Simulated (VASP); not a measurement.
Input of a VASP 6.6.1 run:

Contents of INCAR:

```
ALGO = Fast
EDIFF = 1E-6
ENCUT = 520
GGA = PE
GGA_COMPAT = False
ISIF = 2
ISMEAR = 0
KPAR = 4
LASPH = True
LCHARG = False
LMAXMIX = 4
LNONCOLLINEAR = True
LORBIT = 11
LREAL = False
LSORBIT = True
LWAVE = False
MAGMOM = 0 0 0 0 0 0 0 0 0 0 0 0 0 0 0 0 0 0
NBANDS = 66
NELM = 100
PREC = Accurate
SIGMA = 0.1
```

The input KPOINTS:

```
k-points
0
Gamma
  5 5 8
```

The input POSCAR:

```
TiPbO4
1.0
    3.4389500000     -3.4587900000      0.0000000000
    3.4389500000      3.4587900000      0.0000000000
    0.0000000000      0.0000000000      3.1825800000
Ti Pb O
1 1 4
Direct
    0.5000000000      0.5000000000      0.5000000000
    0.0000000000      0.0000000000      0.0000000000
    0.2126400000      0.2126400000      0.5000000000
    0.7873600000      0.7873600000      0.5000000000
    0.6772410000      0.3227590000      0.0000000000
    0.3227590000      0.6772410000      0.0000000000
```

KPOINTS_OPT

```
path GXSRAZGYX1A1TY,ZT
20
line-mode
reciprocal
 0.0000000000  0.0000000000  0.0000000000  G
 0.4971401707  0.4971401707  0.0000000000  X

 0.4971401707  0.4971401707  0.0000000000  X
 0.0000000000  0.5000000000  0.0000000000  S

 0.0000000000  0.5000000000  0.0000000000  S
 0.0000000000  0.5000000000  0.5000000000  R

 0.0000000000  0.5000000000  0.5000000000  R
 0.4971401707  0.4971401707  0.5000000000  A

 0.4971401707  0.4971401707  0.5000000000  A
 0.0000000000  0.0000000000  0.5000000000  Z

 0.0000000000  0.0000000000  0.5000000000  Z
 0.0000000000  0.0000000000  0.0000000000  G

 0.0000000000  0.0000000000  0.0000000000  G
-0.5000000000  0.5000000000  0.0000000000  Y

-0.5000000000  0.5000000000  0.0000000000  Y
-0.4971401707  0.5028598293  0.0000000000  X1

-0.4971401707  0.5028598293  0.0000000000  X1
-0.4971401707  0.5028598293  0.5000000000  A1

-0.4971401707  0.5028598293  0.5000000000  A1
-0.5000000000  0.5000000000  0.5000000000  T

-0.5000000000  0.5000000000  0.5000000000  T
-0.5000000000  0.5000000000  0.0000000000  Y

 0.0000000000  0.0000000000  0.5000000000  Z
-0.5000000000  0.5000000000  0.5000000000  T
```

Potentials or basis: VASP PAW PBE potentials, release 64 (Ti_sv, Pb_d, O).

Launch:

```console
$ cat potpaw_PBE.64/Ti_sv/POTCAR potpaw_PBE.64/Pb_d/POTCAR potpaw_PBE.64/O/POTCAR > POTCAR
$ mpirun -np 4 vasp_ncl > vasp.out
```

(1) What does it give for the pressure?

(2) What does it give for the largest force?

Answers

(1) -0.2 GPa.

(2) 0.026 eV/Å.
